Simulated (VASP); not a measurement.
Ga2Ge2O3, 14 atoms in the cell. The structure is trigonal, space group P-3m1 (No. 164). Conventional cell: a = 3.018 Å, b = 3.018 Å, c = 14.272 Å, α = 90.00°, β = 90.00°, γ = 120.00°. Ga (site symmetry 3m) has 3 O at 1.90 Å as nearest neighbours. Around Ge (site symmetry 3m) lie 9 Ge at 2.85 to 3.02 Å. O (site symmetry 3m) has 3 Ga at 1.90 Å as nearest neighbours. O (site symmetry -3m) is surrounded by 6 Ga at 2.25 Å. The cell was built by a generator and needn't be a form met in nature.

- Program: VASP 6.6.1
- Task: single point
- Functional: PBE
- Potentials or basis: VASP PAW PBE potentials, release 64 (Ga_d, Ge_d, O)
- Cutoff: 520 eV
- k mesh: 9 × 9 × 2
- Occupations: gaussian, width 0.15 eV
- Spin: no spin polarisation
- Further INCAR settings: PREC = Normal; LREAL = Auto; ALGO = Fast; EDIFF = 1e-05; NBANDS = 85

Potentials or basis: VASP PAW PBE potentials, release 64 (Ga_d, Ge_d, O).

Run with:

```bash
$ cat potpaw_PBE.64/Ga_d/POTCAR potpaw_PBE.64/Ge_d/POTCAR potpaw_PBE.64/O/POTCAR > POTCAR
$ mpirun -np 2 vasp_std > vasp.out
```

Hardware: 2 MPI ranks on Intel(R) Xeon(R) Platinum 8488C (Sapphire Rapids) (shared host).

**Question.** How long does it take, and how much memory?

**Answer.** Wall time 7 min on 2 MPI ranks on Intel(R) Xeon(R) Platinum 8488C (Sapphire Rapids), with other jobs on the host, peak memory 0.61 GiB a rank. Counts: scf iterations 20, k points 50.
